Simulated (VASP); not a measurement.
# GeRh₂ (relaxed from the Co2Si structure, space group Pnma): computed properties

All values below come from PBEsol GGA, VASP's PBE PAW potentials (set 64) (plane waves; VASP).

space group: Pnma (62)
cell: a = 5.3998 Å, b = 4.0002 Å, c = 7.5728 Å, α = β = γ = 90.00°
volume per atom: 13.63 Å³/atom
band gap (over mesh and band path): none (metal, semimetal or under 0.01 eV)
density: 11.31 g/cm³

```
Rh2Ge
1.0
    5.39977     0.00000     0.00000
    0.00000     4.00018     0.00000
    0.00000     0.00000     7.57279
Rh Ge
8 4
Cartesian
  2.86361   1.00005   6.00289
  0.16372   1.00005   5.35630
  2.53616   3.00014   1.56990
  5.23605   3.00014   2.21649
  0.89059   1.00005   0.52215
  3.59048   1.00005   3.26424
  4.50918   3.00014   7.05064
  1.80930   3.00014   4.30855
  3.83181   1.00005   0.78683
  1.13193   1.00005   2.99957
  1.56796   3.00014   6.78596
  4.26784   3.00014   4.57322
```

The structure was generated: GeRh2 was put into the Co2Si type (Pnma), which need not be its known phase. It was relaxed first. Symmetry was kept, so distortions that lower it aren't found.
